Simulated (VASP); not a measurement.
An input for Quantum ESPRESSO's pw.x (written as the equivalent of a VASP run, and not itself run):

```
&CONTROL
  calculation = 'vc-relax'
  pseudo_dir = './pseudo'
  outdir = './out'
  tprnfor = .true.
  tstress = .true.
  nstep = 40
  forc_conv_thr = 0.00078
/
&SYSTEM
  ibrav = 0
  nat = 1
  ntyp = 1
  ecutwfc = 74
  occupations = 'smearing'
  smearing = 'methfessel-paxton'
  degauss = 0.00735
  input_dft = 'pz'
/
&ELECTRONS
  conv_thr = 7.3e-08
  electron_maxstep = 100
/
&IONS
/
&CELL
  press = 300
/
ATOMIC_SPECIES
  Li 6.940 Li.upf
CELL_PARAMETERS angstrom
    -1.3482514    1.3482514    1.3482514
     1.3482514   -1.3482514    1.3482514
     1.3482514    1.3482514   -1.3482514
ATOMIC_POSITIONS crystal
  Li   0.0000000  0.0000000  0.0000000
K_POINTS automatic
  19 19 19 0 0 0
```

Problem. Write the VASP files for the same calculation (LDA).

Solution. This is not unique; one that fits is 
File POSCAR:
```
Li
1
   -1.3482513908     1.3482513908     1.3482513908
    1.3482513908    -1.3482513908     1.3482513908
    1.3482513908     1.3482513908    -1.3482513908
Li
1
Direct
  0.0000000000   0.0000000000   0.0000000000
```

### INCAR
```
ISIF = 3
SIGMA = 0.1
EDIFF = 1E-6   # SCF stop (eV)
ALGO = Normal
SYSTEM = Li
PSTRESS = 300   # kbar
LWAVE = .False.
IBRION = 2
NSW = 40   # most ionic steps
LASPH = .True.   # aspherical one-centre terms
LREAL = .False.   # projection in real space or not
LCHARG = .False.
EDIFFG = -0.02
ENCUT = 620
NELM = 100   # most electronic steps
ISMEAR = 1   # Methfessel-Paxton
PREC = Accurate
```

File KPOINTS:
```
Automatic mesh
0
Gamma
19 19 19
0 0 0
```

POTCAR, in this order: Li_sv (LDA.64 set). Program: vasp_std.

Limits of the translation: the potentials are each code's own (VASP's PAW set, PseudoDojo norm-conserving files in pw.x), so ENCUT and ecutwfc are chosen apart and not converted; conv_thr bounds pw.x's estimated SCF error, while EDIFF bounds the energy change between steps; forc_conv_thr acts on force components and is met together with etot_conv_thr.

The compound is Li in the bcc structure. It was relaxed first under an external pressure of 30 GPa.
